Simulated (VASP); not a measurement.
Output of a VASP run:

**OUTCAR**
```
 ion  position               nearest neighbor table
   1  0.000  0.000  0.000-   2 2.45   2 2.45   2 2.45   2 2.45
   2  0.750  0.750  0.750-   1 2.45   1 2.45   1 2.45   1 2.45
  LATTYP: Found a face centered cubic cell.
 ALAT       =     5.6662400000
 Subroutine PRICEL returns:
 Original cell was already a primitive cell.
 Subroutine GETGRP returns: Found 24 space group operations
The static configuration has the point symmetry T_d .
The dynamic configuration has the point symmetry T_d .
 Subroutine INISYM returns: Found 24 space group operations
 Subroutine IBZKPT returns following result:
 Found     20 irreducible k-points:

 Following reciprocal coordinates:
            Coordinates               Weight
  0.000000  0.000000  0.000000      1.000000
  0.142857  0.000000  0.000000      8.000000
  0.285714  0.000000  0.000000      8.000000
  0.428571  0.000000  0.000000      8.000000
  0.142857  0.142857  0.000000      6.000000
  0.285714  0.142857  0.000000     24.000000
  0.428571  0.142857  0.000000     24.000000
 -0.428571  0.142857  0.000000     24.000000
 -0.285714  0.142857  0.000000     24.000000
 -0.142857  0.142857  0.000000     12.000000
  0.285714  0.285714  0.000000      6.000000
  0.428571  0.285714  0.000000     24.000000
 -0.428571  0.285714  0.000000     24.000000
 -0.285714  0.285714  0.000000     12.000000
  0.428571  0.428571  0.000000      6.000000
 -0.428571  0.428571  0.000000     12.000000
  0.428571  0.285714  0.142857     24.000000
 -0.428571  0.285714  0.142857     48.000000
 -0.428571  0.428571  0.142857     24.000000
 -0.285714  0.428571  0.142857     24.000000
   k-points           NKPTS =     20   k-points in BZ     NKDIM =     20   number of bands    NBANDS=      8
   number of dos      NEDOS =    301   number of ions     NIONS =      2
   total plane-waves  NPLWV =  21952
   dimension x,y,z NGX =    28 NGY =   28 NGZ =   28
   dimension x,y,z NGXF=    56 NGYF=   56 NGZF=   56
   ions per type =               1   1
   PREC   = accura    normal or accurate (medium, high low for compatibility)
   ISTART =      0    job   : 0-new  1-cont  2-samecut
   ICHARG =      2    charge: 1-file 2-atom 10-const
   ISPIN  =      1    spin polarized calculation?
   LNONCOLLINEAR =      F non collinear calculations
   LSORBIT =      F    spin-orbit coupling
   INIWAV =      1    electr: 0-lowe 1-rand  2-diag
   ENCUT  =  400.0 eV  29.40 Ry    5.42 a.u.   6.53  6.53  6.53*2*pi/ulx,y,z
   NELM   =    100;   NELMIN=  2; NELMDL= -5     # of ELM steps
   EDIFF  = 0.1E-05   stopping-criterion for ELM
   LREAL  =      F    real-space projection
   NLSPLINE    = F    spline interpolate recip. space projectors
   LMAXMIX     =    2 max onsite mixed and CHGCAR
   VOSKOWN=      0    Vosko Wilk Nusair interpolation
   EDIFFG = -.1E-01   stopping-criterion for IOM
   NSW    =     60    number of steps for IOM
   NBLOCK =      1;   KBLOCK =     60    inner block; outer block
   IBRION =      2    ionic relax: 0-MD 1-quasi-New 2-CG
   NFREE  =      1    steps in history (QN), initial steepest desc. (CG)
   ISIF   =      3    stress and relaxation
   ISYM   =      2    0-nonsym 1-usesym 2-fastsym
   TEIN   =    0.0    initial temperature
   TEBEG  =    0.0;   TEEND  =   0.0 temperature during run
   SMASS  =  -3.00    Nose mass-parameter (am)
   PSTRESS=    0.0 pullay stress
   NELECT =       8.0000    total number of electrons
   EFERMI =   0.00;   METHOD = LEGACY
   ISMEAR =     0;   SIGMA  =   0.05  broadening in eV -4-tet -1-fermi 0-gaus
   IALGO  =     38    algorithm
   LDIAG  =      T    sub-space diagonalisation (order eigenvalues)
   IMIX   =      4    mixing-type and parameters
     AMIX     =   0.40;   BMIX     =  1.00
     AMIX_MAG =   1.60;   BMIX_MAG =  1.00
     AMIN     =   0.10
   METAGGA = R2SCAN    functional components
   VOSKOWN =     0    Vosko Wilk Nusair interpolation
   LHFCALC =     F    Hartree Fock is set to
   LHFONE  =     F    Hartree Fock one center treatment
...
```

**OSZICAR**
```
...
DAV:  10    -0.154411185337E+02   -0.94947E-01   -0.36894E-02   320   0.194E+00    0.142E-01
DAV:  11    -0.154338644894E+02    0.72540E-02   -0.56235E-04   400   0.221E-01    0.149E-01
DAV:  12    -0.154469688044E+02   -0.13104E-01   -0.10270E-02   320   0.121E+00    0.120E-01
DAV:  13    -0.154493471692E+02   -0.23784E-02   -0.90751E-04   328   0.375E-01    0.923E-02
DAV:  14    -0.154494569560E+02   -0.10979E-03   -0.20686E-04   320   0.203E-01    0.331E-02
DAV:  15    -0.154497846915E+02   -0.32774E-03   -0.10694E-04   320   0.117E-01    0.756E-03
DAV:  16    -0.154497422883E+02    0.42403E-04   -0.10692E-05   376   0.428E-02    0.582E-03
DAV:  17    -0.154497760537E+02   -0.33765E-04   -0.89339E-06   320   0.378E-02    0.127E-02
DAV:  18    -0.154497786604E+02   -0.26067E-05   -0.33154E-06   320   0.231E-02    0.713E-03
DAV:  19    -0.154497819448E+02   -0.32844E-05   -0.47424E-07   368   0.958E-03    0.278E-03
DAV:  20    -0.154497799914E+02    0.19534E-05   -0.51727E-08   160   0.310E-03    0.178E-03
DAV:  21    -0.154497823594E+02   -0.23680E-05   -0.52295E-08   160   0.238E-03    0.743E-04
DAV:  22    -0.154497820408E+02    0.31862E-06   -0.16047E-08   160   0.112E-03
   1 F= -.15449782E+02 E0= -.15449782E+02  d E =-.154498E+02
       N       E                     dE             d eps       ncg     rms          rms(c)
DAV:   1    -0.154518607647E+02   -0.20784E-02   -0.39890E-02   320   0.130E+00    0.328E-01
DAV:   2    -0.154503024167E+02    0.15583E-02   -0.48269E-03   352   0.382E-01    0.140E-01
DAV:   3    -0.154501252544E+02    0.17716E-03   -0.10886E-03   320   0.209E-01    0.862E-02
DAV:   4    -0.154501718728E+02   -0.46618E-04   -0.13804E-05   432   0.479E-02    0.790E-02
DAV:   5    -0.154500582778E+02    0.11359E-03   -0.52378E-05   320   0.932E-02    0.275E-02
DAV:   6    -0.154501952297E+02   -0.13695E-03   -0.53669E-05   320   0.966E-02    0.890E-03
DAV:   7    -0.154501805117E+02    0.14718E-04   -0.11443E-06   344   0.121E-02    0.790E-03
DAV:   8    -0.154501885019E+02   -0.79902E-05   -0.11833E-07   160   0.504E-03    0.515E-03
DAV:   9    -0.154501802467E+02    0.82551E-05   -0.99344E-07   320   0.110E-02    0.171E-03
DAV:  10    -0.154501824985E+02   -0.22517E-05   -0.16947E-08   160   0.167E-03    0.123E-03
DAV:  11    -0.154501813150E+02    0.11834E-05   -0.51764E-09   160   0.663E-04    0.999E-04
DAV:  12    -0.154501838222E+02   -0.25072E-05   -0.71600E-09   160   0.108E-03    0.567E-04
DAV:  13    -0.154501830753E+02    0.74694E-06   -0.17836E-09   160   0.374E-04
   2 F= -.15450183E+02 E0= -.15450183E+02  d E =-.401034E-03
       N       E                     dE             d eps       ncg     rms          rms(c)
DAV:   1    -0.154502587213E+02   -0.74899E-04   -0.12594E-03   320   0.230E-01    0.576E-02
DAV:   2    -0.154502061887E+02    0.52533E-04   -0.15294E-04   352   0.681E-02    0.247E-02
DAV:   3    -0.154502122675E+02   -0.60788E-05   -0.34277E-05   320   0.371E-02    0.149E-02
DAV:   4    -0.154502057524E+02    0.65151E-05   -0.42094E-07   240   0.858E-03    0.131E-02
DAV:   5    -0.154502214082E+02   -0.15656E-04   -0.13867E-06   320   0.152E-02    0.288E-03
DAV:   6    -0.154502015044E+02    0.19904E-04   -0.12717E-06   320   0.151E-02    0.146E-03
DAV:   7    -0.154502038470E+02   -0.23426E-05   -0.21869E-08   160   0.169E-03    0.132E-03
DAV:   8    -0.154502028403E+02    0.10067E-05   -0.58263E-09   160   0.725E-04    0.502E-04
DAV:   9    -0.154502036476E+02   -0.80730E-06   -0.21776E-08   160   0.175E-03
   3 F= -.15450204E+02 E0= -.15450204E+02  d E =-.421607E-03
```

File OUTCAR:
```
------------------------ aborting loop because EDIFF is reached ----------------------------------------
  FORCE on cell =-STRESS in cart. coord.  units (eV):
  Direction    XX          YY          ZZ          XY          YZ          ZX
  --------------------------------------------------------------------------------------
  Total        0.0014589      0.0014589      0.0014589      0.0000000      0.0000000      0.0000000
  in kB        0.0517542      0.0517542      0.0517542      0.0000000      0.0000000      0.0000000
  external PRESSURE =       0.0517542 kB  Pullay stress =       0.0000000 kB
  volume of cell :       45.16
      direct lattice vectors                 reciprocal lattice vectors
    -0.000000000  2.826502550  2.826502550    -0.176897063  0.176897063  0.176897063
     2.826502550 -0.000000000  2.826502550     0.176897063 -0.176897063  0.176897063
     2.826502550  2.826502550 -0.000000000     0.176897063  0.176897063 -0.176897063
 POSITION                                       TOTAL-FORCE (eV/Angst)
 -----------------------------------------------------------------------------------
      0.00000      0.00000      0.00000         0.000000     -0.000000      0.000000
      4.23975      4.23975      4.23975        -0.000000      0.000000     -0.000000
 -----------------------------------------------------------------------------------
    total drift:                                0.000002      0.000002      0.000001
  FREE ENERGIE OF THE ION-ELECTRON SYSTEM (eV)
  ---------------------------------------------------
  free  energy   TOTEN  =       -15.4502036476 eV

  energy  without entropy=      -15.4502036476  energy(sigma->0) =      -15.45020365

 reached required accuracy - stopping structural energy minimisation
```
(Selected blocks of OUTCAR.)

File POSCAR:
```
MgS
1
    0.0000000000     2.8331200000     2.8331200000
    2.8331200000     0.0000000000     2.8331200000
    2.8331200000     2.8331200000     0.0000000000
Mg S
1 1
Direct
  0.0000000000   0.0000000000   0.0000000000
  0.7500000000   0.7500000000   0.7500000000
```

**Question.** Reconstruct the remaining input files.

**Answer.** Several could match; the one computed here: the input of the run itself, r2SCAN meta-GGA, plane waves, VASP's PBE PAW potentials (set 64).

**INCAR**
```
ALGO = Normal
EDIFF = 1E-6
EDIFFG = -0.01
ENCUT = 400
IBRION = 2
ISIF = 3
ISMEAR = 0
LASPH = .TRUE.
LCHARG = .FALSE.
LMIXTAU = .TRUE.
LREAL = .FALSE.
LWAVE = .FALSE.
METAGGA = R2SCAN
NELM = 100
NSW = 60
PREC = Accurate
SIGMA = 0.05
SYSTEM = MgS
```

KPOINTS:
```
Regular mesh
0
gamma
7 7 7
0 0 0
```

POTCAR, in this order: Mg S (PBE.64 set). Program: vasp_std.

The structure comes from a computed database's MgS entry (F-43m); how it stands against other phases isn't given here. This run relaxes it. Symmetry was kept, so distortions that lower it aren't found.
